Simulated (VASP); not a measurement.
# WF (R3m) in VASP: further runs

Aim: see how the results for WF move with the level of theory and the settings. Levels: LDA, PBE, PBEsol, RPBE. Tasks: band structure.

Program: VASP 6.6.1. These are calculated values, not measurements. Logs are shortened: lines on timing, memory, paths and dates and some standing lists are left out, and cuts for length are marked.

## (1) The structure

It takes space group R3m (No. 160, trigonal). Conventional cell: a = 2.732 Å, b = 2.732 Å, c = 15.209 Å, α = 90.00°, β = 90.00°, γ = 120.00°. W (site symmetry 3m) has 1 F at 1.87 Å as nearest neighbours. F (site symmetry 3m) is surrounded by 1 W at 1.87 Å.

The cell was built by a generator and needn't be a form met in nature.

## (2) Band structure, LDA

POSCAR reads:

```
WF
1.0
    1.3658900000      0.7886000000      5.0696000000
   -1.3658900000      0.7886000000      5.0696000000
    0.0000000000     -1.5771900000      5.0696000000
W F
1 1
Direct
    0.8141200000      0.8141200000      0.8141200000
    0.9371200000      0.9371200000      0.9371200000
```

INCAR.step1 reads:

```
SYSTEM = WF
  PREC = Accurate
  ENCUT = 520
  EDIFF = 1E-6
  ISMEAR = -1
  SIGMA = 0.05
  LREAL = .FALSE.
  LASPH = .TRUE.
  NELM = 60
  ALGO = Normal
  ISIF = 2
  LWAVE = .FALSE.
  LCHARG = .TRUE.
  LMAXMIX = 4
  NBANDS = 18
```

KPOINTS.step1 reads:

```
Automatic mesh
0
G
  11 11 11
  0 0 0
```

INCAR.step2 reads:

```
SYSTEM = WF
  PREC = Accurate
  ENCUT = 520
  EDIFF = 1E-6
  ISMEAR = 0
  SIGMA = 0.05
  LREAL = .FALSE.
  LASPH = .TRUE.
  NELM = 60
  ALGO = Normal
  ISIF = 2
  LWAVE = .FALSE.
  LCHARG = .FALSE.
  LMAXMIX = 4
  NBANDS = 18
  ICHARG = 11
```

KPOINTS.step2 reads:

```
path GLB1,BZGX,QFP1Z,LP
15
line-mode
reciprocal
 0.0000000000  0.0000000000  0.0000000000  G
 0.5000000000  0.0000000000  0.0000000000  L

 0.5000000000  0.0000000000  0.0000000000  L
 0.5000000000  0.1827980402 -0.1827980402  B1

 0.8172019598  0.5000000000  0.1827980402  B
 0.5000000000  0.5000000000  0.5000000000  Z

 0.5000000000  0.5000000000  0.5000000000  Z
 0.0000000000  0.0000000000  0.0000000000  G

 0.0000000000  0.0000000000  0.0000000000  G
 0.3413990201  0.0000000000 -0.3413990201  X

 0.6586009799  0.3413990201  0.0000000000  Q
 0.5000000000  0.5000000000  0.0000000000  F

 0.5000000000  0.5000000000  0.0000000000  F
 0.6586009799  0.6586009799  0.1827980402  P1

 0.6586009799  0.6586009799  0.1827980402  P1
 0.5000000000  0.5000000000  0.5000000000  Z

 0.5000000000  0.0000000000  0.0000000000  L
 0.8172019598  0.3413990201  0.3413990201  P
```

Potentials or basis: VASP PAW LDA potentials, release 64 (W_sv, F).

Started as:

```
$ cat potpaw_LDA.64/W_sv/POTCAR potpaw_LDA.64/F/POTCAR > POTCAR
$ cp INCAR.step1 INCAR
$ cp KPOINTS.step1 KPOINTS
$ mpirun -np 1 vasp_std > vasp.out
$ cp INCAR.step2 INCAR
$ cp KPOINTS.step2 KPOINTS
$ mpirun -np 1 vasp_std > vasp.out
```

OUTCAR:

```text
SYSTEM = WF
   PREC = Accurate
   ENCUT = 520
   EDIFF = 1E-6
   ISMEAR = 0
   LREAL = .FALSE.
   LASPH = .TRUE.
   NELM = 60
   ISIF = 2
   ICHARG = 11

 ion  position               nearest neighbor table
   1  0.814  0.814  0.814-   2 1.87
   2  0.937  0.937  0.937-   1 1.87

  LATTYP: Found a trigonal (rhomboedric) cell.
 ALAT       =     5.3092739251
 COS(alpha) =     0.8676295086

  Lattice vectors:

 A1 = (   1.3658900000,   0.7886000000,   5.0696000000)
 A2 = (  -1.3658900000,   0.7886000000,   5.0696000000)
 A3 = (   0.0000000000,  -1.5771900000,   5.0696000000)

Analysis of symmetry for initial positions (statically):
=====================================================================
 Subroutine PRICEL returns:
 Original cell was already a primitive cell.

 Routine SETGRP: Setting up the symmetry group for a
 trigonal (rhombohedral) supercell.

 Subroutine GETGRP returns: Found  6 space group operations
 (whereof  6 operations were pure point group operations)
 out of a pool of 12 trial point group operations.

The static configuration has the point symmetry C_3v.

Analysis of symmetry for dynamics (positions and initial velocities):
=====================================================================
 Subroutine PRICEL returns:
 Original cell was already a primitive cell.

 Routine SETGRP: Setting up the symmetry group for a
 trigonal (rhombohedral) supercell.

 Subroutine GETGRP returns: Found  6 space group operations
 (whereof  6 operations were pure point group operations)
 out of a pool of 12 trial point group operations.

The dynamic configuration has the point symmetry C_3v.

 Subroutine INISYM returns: Found  6 space group operations
 (whereof  6 operations are pure point group operations),
 and found     1 'primitive' translations

----------------------------------------------------------------------------------------

                                     Primitive cell

  volume of cell :      32.7639

  direct lattice vectors                    reciprocal lattice vectors
     1.365890000  0.788600000  5.069600000     0.366061689  0.211345893  0.065751268
    -1.365890000  0.788600000  5.069600000    -0.366061689  0.211345893  0.065751268
     0.000000000 -1.577190000  5.069600000     0.000000000 -0.422691786  0.065751685

  length of vectors
     5.309273925  5.309273925  5.309272309     0.427775029  0.427775029  0.427775210

  position of ions in fractional coordinates (direct lattice)
     0.814120000  0.814120000  0.814120000
     0.937120000  0.937120000  0.937120000

  ion indices of the primitive-cell ions
   primitive index   ion index
                 1           1
                 2           2

----------------------------------------------------------------------------------------

 KPOINTS: path GLB1,BZGX,QFP1Z,LP

Interpolating k-points between supplied coordinates.

 Line segments in fractional coordinates (reciprocal lattice):
    0.000000  0.000000  0.000000  ...  0.500000  0.000000  0.000000
    0.500000  0.000000  0.000000  ...  0.500000  0.182798 -0.182798
    0.817202  0.500000  0.182798  ...  0.500000  0.500000  0.500000
    0.500000  0.500000  0.500000  ...  0.000000  0.000000  0.000000
    0.000000  0.000000  0.000000  ...  0.341399  0.000000 -0.341399
    0.658601  0.341399  0.000000  ...  0.500000  0.500000  0.000000
    0.500000  0.500000  0.000000  ...  0.658601  0.658601  0.182798
    0.658601  0.658601  0.182798  ...  0.500000  0.500000  0.500000
    0.500000  0.000000  0.000000  ...  0.817202  0.341399  0.341399

 Generated    15 points on each line segment, for a total of    135 k-points:

 Following reciprocal coordinates:
            Coordinates               Weight
  0.000000  0.000000  0.000000      0.007407
  0.035714  0.000000  0.000000      0.007407
  0.071429  0.000000  0.000000      0.007407
  0.107143  0.000000  0.000000      0.007407
  0.142857  0.000000  0.000000      0.007407
  0.178571  0.000000  0.000000      0.007407
[... 16 lines left out ...]
  0.500000  0.091399 -0.091399      0.007407
  0.500000  0.104456 -0.104456      0.007407
 [... further k-points ...]
   k-points           NKPTS =    135   k-points in BZ     NKDIM =    135   number of bands    NBANDS=     18
   number of dos      NEDOS =    301   number of ions     NIONS =      2
   total plane-waves  NPLWV =  64000
   dimension x,y,z NGX =    40 NGY =   40 NGZ =   40
   dimension x,y,z NGXF=    80 NGYF=   80 NGZF=   80
   ions per type =               1   1
   NGX,Y,Z   is equivalent  to a cutoff of  12.52, 12.52, 12.52 a.u.
   NGXF,Y,Z  is equivalent  to a cutoff of  25.05, 25.05, 25.05 a.u.
 SYSTEM =  WF
   PREC   = accura    normal or accurate (medium, high low for compatibility)
   ISTART =      0    job   : 0-new  1-cont  2-samecut
   ICHARG =     11    charge: 1-file 2-atom 10-const
   ISPIN  =      1    spin polarized calculation?
   LNONCOLLINEAR =      F non collinear calculations
   LSORBIT =      F    spin-orbit coupling
   LASPH  =      T    aspherical Exc in radial PAW
   ENCUT  =  520.0 eV  38.22 Ry    6.18 a.u.   9.87  9.87  9.87*2*pi/ulx,y,z
   NELM   =     60;   NELMIN=  2; NELMDL=  0     # of ELM steps
   EDIFF  = 0.1E-05   stopping-criterion for ELM
   LREAL  =      F    real-space projection
   EDIFFG = 0.1E-04   stopping-criterion for IOM
   NSW    =      0    number of steps for IOM
   IBRION =     -1    ionic relax: 0-MD 1-quasi-New 2-CG
   NFREE  =      0    steps in history (QN), initial steepest desc. (CG)
   ISIF   =      2    stress and relaxation
   ISYM   =      2    0-nonsym 1-usesym 2-fastsym
   POTIM  = 0.5000    time-step for ionic-motion
   TEBEG  =    0.0;   TEEND  =   0.0 temperature during run
   PSTRESS=    0.0 pullay stress
   NELECT =      21.0000    total number of electrons
   NUPDOWN=      -1.0000    fix difference up-down
   EMIN   =  10.00;   EMAX   =-10.00  energy-range for DOS
   EFERMI =   0.00;   METHOD = LEGACY
   ISMEAR =     0;   SIGMA  =   0.05  broadening in eV -4-tet -1-fermi 0-gaus
   EFERMI_NEDOS =   21; number of points for ismear=-14 and -15
   IALGO  =     38    algorithm
   IMIX   =      4    mixing-type and parameters
     AMIX     =   0.40;   BMIX     =  1.00
     AMIX_MAG =   1.60;   BMIX_MAG =  1.00
  volume/ion in A,a.u.               =      16.38       110.55
  Fermi-wavevector in a.u.,A,eV,Ry     =   1.411506  2.667360 27.107556  1.992349
  Thomas-Fermi vector in A             =   2.533350
   LORBIT       =      0    0 simple, 1 ext, 2 COOP (PROOUT), +10 PAW based schemes
   GGA     = CA    functional components
   LHFCALC =     F    Hartree Fock is set to
   AEXX    =    0.0000 exact exchange contribution
   IVDW    =     0    specifies the selected vdW correction
   LEPSILON=     F    determine dielectric tensor
   LRPA    =     F    only Hartree local field effects (RPA)
 non-spin polarized calculation
 Gauss-broadening in eV      SIGMA  =   0.05
  energy-cutoff  :      520.00
  volume of cell :       32.76
 maximum number of plane-waves:       895
 NGX is ok and might be reduce to    40

 number of electron      21.0000005 magnetization

 Free energy of the ion-electron system (eV)
  ---------------------------------------------------
  ext. energy  EPLUGINS =         0.00000000
  ---------------------------------------------------
  free energy    TOTEN  =       -17.76029476 eV

  energy without entropy =      -17.75788136  energy(sigma->0) =      -17.75908806

 E-fermi :   4.3125     XC(G=0): -11.1225

 val. band max:        4.3118958292   @ k =   0.1786   0.1786   0.1786
 cond. band min:       4.3140163337   @ k =   0.5000   0.1436  -0.1436
 fundamental gap:      0.0021205045
 Fermi energy:         4.3124515275

 k-point     1 :       0.0000    0.0000    0.0000
  band No.  band energies     occupation
      1     -69.3798      2.00000
      2     -34.3278      2.00000
      3     -33.0061      2.00000
      4     -33.0061      2.00000
      5     -19.4247      2.00000
      6      -2.2669      2.00000
[... 10 lines left out ...]
     17      18.9722      0.00000
     18      24.0219      0.00000

 k-point     2 :       0.0357    0.0000    0.0000
  band No.  band energies     occupation
      1     -69.3783      2.00000
      2     -34.3254      2.00000
      3     -33.0235      2.00000
      4     -33.0100      2.00000
      5     -19.4186      2.00000
      6      -2.2525      2.00000
[... 10 lines left out ...]
     17      19.1054      0.00000
     18      24.0568      0.00000

 k-point     3 :       0.0714    0.0000    0.0000
  band No.  band energies     occupation
      1     -69.3738      2.00000
      2     -34.3184      2.00000
      3     -33.0748      2.00000
      4     -33.0217      2.00000
      5     -19.4003      2.00000
      6      -2.2354      2.00000
[... 10 lines left out ...]
     17      19.4922      0.00000
     18      24.0863      0.00000

 k-point     4 :       0.1071    0.0000    0.0000
  band No.  band energies     occupation
      1     -69.3665      2.00000
      2     -34.3070      2.00000
      3     -33.1567      2.00000
      4     -33.0403      2.00000
      5     -19.3711      2.00000
      6      -2.2129      2.00000
[... 375 lines left out ...]
      4     -33.5027      2.00000
      5     -18.8813      2.00000
      6      -2.2944      2.00000
[... 10 lines left out ...]
     17      18.4627      0.00000
     18      18.7287      0.00000

 k-point    23 :       0.5000    0.0914   -0.0914
  band No.  band energies     occupation
      1     -69.2487      2.00000
      2     -34.1725      2.00000
      3     -34.1209      2.00000
      4     -33.5624      2.00000
      5     -18.8731      2.00000
      6      -2.2217      2.00000
[... 10 lines left out ...]
     17      18.1490      0.00000
     18      18.9929      0.00000

 k-point    24 :       0.5000    0.1045   -0.1045
  band No.  band energies     occupation
      1     -69.2469      2.00000
      2     -34.1363      2.00000
      3     -34.1180      2.00000
      4     -33.6258      2.00000
      5     -18.8651      2.00000
      6      -2.1396      2.00000
[... 10 lines left out ...]
     17      17.8728      0.00000
     18      19.3479      0.00000

 [... further k-points ...]

------------------------ aborting loop because EDIFF is reached ----------------------------------------

  FORCE on cell =-STRESS in cart. coord.  units (eV):
  Direction    XX          YY          ZZ          XY          YZ          ZX
  --------------------------------------------------------------------------------------
  -------------------------------------------------------------------------------------
  Total       -1.1054367     -1.1054359      2.4351060      0.0000000      0.0000016      0.0000000
  in kB      -54.0566172    -54.0565771    119.0783581      0.0000000      0.0000783      0.0000000
  external PRESSURE =       3.6550546 kB  Pullay stress =       0.0000000 kB

 VOLUME and BASIS-vectors are now :
 -----------------------------------------------------------------------------
  energy-cutoff  :      520.00
  volume of cell :       32.76
      direct lattice vectors                 reciprocal lattice vectors
     1.365890000  0.788600000  5.069600000     0.366061689  0.211345893  0.065751268
    -1.365890000  0.788600000  5.069600000    -0.366061689  0.211345893  0.065751268
     0.000000000 -1.577190000  5.069600000     0.000000000 -0.422691786  0.065751685

 POSITION                                       TOTAL-FORCE (eV/Angst)
 -----------------------------------------------------------------------------------
      0.00000      0.00001     12.38179         0.000000      0.000000      0.452372
      0.00000      0.00001     14.25247         0.000000     -0.000000     -0.452372
 -----------------------------------------------------------------------------------
    total drift:                               -0.000000      0.000015      0.040145

  FREE ENERGIE OF THE ION-ELECTRON SYSTEM (eV)
  ---------------------------------------------------
  free  energy   TOTEN  =       -17.7602947616 eV

  energy  without entropy=      -17.7578813642  energy(sigma->0) =      -17.75908806
```

It took 2.4 min on 1 thread of Intel Xeon 6975P-C (Granite Rapids), shared host; peak memory 0.24 GiB.

What came out:

- Band gap along the path: none (metal or under the smearing width)

Levels at the corners of the path, in eV from the Fermi level:
```csv
point,band 6,band 7,band 8,band 9,band 10,band 11,band 12,band 13,band 14,band 15
Γ,-6.59,-6.55,-4.00,-4.00,-0.36,-0.19,-0.19,3.64,3.64,5.94
L,-6.83,-6.16,-4.59,-4.52,-1.61,2.57,3.20,4.08,6.02,9.59
L,-6.83,-6.16,-4.59,-4.52,-1.61,2.57,3.20,4.08,6.02,9.59
B1,-6.22,-6.09,-5.82,-1.25,-0.83,-0.05,0.06,3.93,8.32,10.46
B,-6.22,-6.09,-5.82,-1.25,-0.83,-0.05,0.06,3.93,8.32,10.46
Z,-7.42,-6.25,-3.99,-3.99,-0.19,-0.19,0.91,3.60,3.60,5.44
Z,-7.42,-6.25,-3.99,-3.99,-0.19,-0.19,0.91,3.60,3.60,5.44
Γ,-6.59,-6.55,-4.00,-4.00,-0.36,-0.19,-0.19,3.64,3.64,5.94
Γ,-6.59,-6.55,-4.00,-4.00,-0.36,-0.19,-0.19,3.64,3.64,5.94
X,-6.16,-6.09,-5.88,-1.14,-0.86,-0.04,-0.02,3.90,8.27,10.70
Q,-6.16,-6.09,-5.88,-1.14,-0.86,-0.04,-0.02,3.90,8.27,10.70
F,-6.90,-6.29,-4.59,-4.49,-1.35,2.46,3.49,4.13,6.02,9.14
F,-6.90,-6.29,-4.59,-4.49,-1.35,2.46,3.49,4.13,6.02,9.14
P1,-6.88,-6.27,-4.58,-4.50,-1.41,2.49,3.57,3.85,5.95,9.31
P1,-6.88,-6.27,-4.58,-4.50,-1.41,2.49,3.57,3.85,5.95,9.31
Z,-7.42,-6.25,-3.99,-3.99,-0.19,-0.19,0.91,3.60,3.60,5.44
L,-6.83,-6.16,-4.59,-4.52,-1.61,2.57,3.20,4.08,6.02,9.59
P,-6.88,-6.27,-4.58,-4.50,-1.41,2.49,3.57,3.85,5.95,9.31
```

Caveat: the log is that of the step along the path at fixed density, whose energy, stress, charges and moments have no meaning; spin-orbit coupling is left out, which moves the levels of the heavy elements; an odd number of electrons without spin polarisation forces a metal; a magnetic or distorted state may lie lower.

(Part 1 of 3 ends here.)
